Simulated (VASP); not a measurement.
Data:

```yaml
crystal:
  lattice:
    - [4.18854, 2.08994, 2.08994]
    - [2.08994, 4.18854, 2.08994]
    - [2.08994, 2.08994, 4.18854]
  atoms:
    - { symbol: Ni, position: [0.00000, 0.00000, 0.00000], spin: 1.4 }
    - { symbol: Ni, position: [0.50000, 0.50000, 0.50000], spin: -1.4 }
    - { symbol: O, position: [0.25000, 0.25000, 0.25000] }
    - { symbol: O, position: [0.75000, 0.75000, 0.75000] }
```

The numbers are results of PBE GGA, VASP's PBE PAW potentials (set 64) (plane waves; VASP 6.6.1), not measurements. Settings: 520 eV cut-off, 9×9×9 Γ-centred mesh, Gaussian smearing of 0.050 eV, potentials Ni O.

Problem. Give the energy at these volumes per atom, relative to the lowest: 8.65, 8.93, 9.20, 9.48, 9.75 Å³.

Solution. 23.5, 5.8, 0.0, 4.3, 17.2 meV/atom. A third-order Birch-Murnaghan fit gives B0 = 194 GPa and B0′ = 4.5.

The compound is NiO in the rock salt, AFM-II order structure. It was relaxed first.
